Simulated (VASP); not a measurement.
Given:

```
CELL_PARAMETERS angstrom
      4.86161     0.00000     0.00000
      0.00000     4.86161     0.00000
      0.00000     0.00000     3.30031
ATOMIC_POSITIONS crystal
  Mn 0.00000 0.00000 0.00000
  Mn 0.50000 0.50000 0.50000
  F  0.30411 0.30411 0.00000
  F  0.80411 0.19589 0.50000
  F  0.19589 0.80411 0.50000
  F  0.69589 0.69589 0.00000
```
Starting moments (μB, in the order of the record's atoms Mn Mn F F F F): 4.6 -4.6 0.0 0.0 0.0 0.0.

These are r2SCAN meta-GGA, VASP's PBE PAW potentials (set 64) (plane waves; VASP 6.6.1) values and carry that method's errors. Settings: 520 eV cut-off, 5×5×8 Γ-centred mesh, tetrahedra with Blöchl corrections, potentials Mn_pv F.

The cores are frozen, which limits the accuracy of field gradients.

Task: Give the principal components of the electric field gradient (V/Å²) and the asymmetry η at each nucleus.

Result: 
```json
[
 {"atom": "Mn1", "Vxx": "-13.8", "Vyy": "-12.7", "Vzz": "26.4", "η": "0.04"},
 {"atom": "Mn2", "Vxx": "-13.8", "Vyy": "-12.7", "Vzz": "26.4", "η": "0.04"},
 {"atom": "F3", "Vxx": "39.0", "Vyy": "17.6", "Vzz": "-56.6", "η": "0.38"},
 {"atom": "F4", "Vxx": "39.0", "Vyy": "17.6", "Vzz": "-56.6", "η": "0.38"},
 {"atom": "F5", "Vxx": "39.0", "Vyy": "17.6", "Vzz": "-56.6", "η": "0.38"},
 {"atom": "F6", "Vxx": "39.0", "Vyy": "17.6", "Vzz": "-56.6", "η": "0.38"}
]
```

The compound is MnF2 in the rutile structure. It was relaxed first.
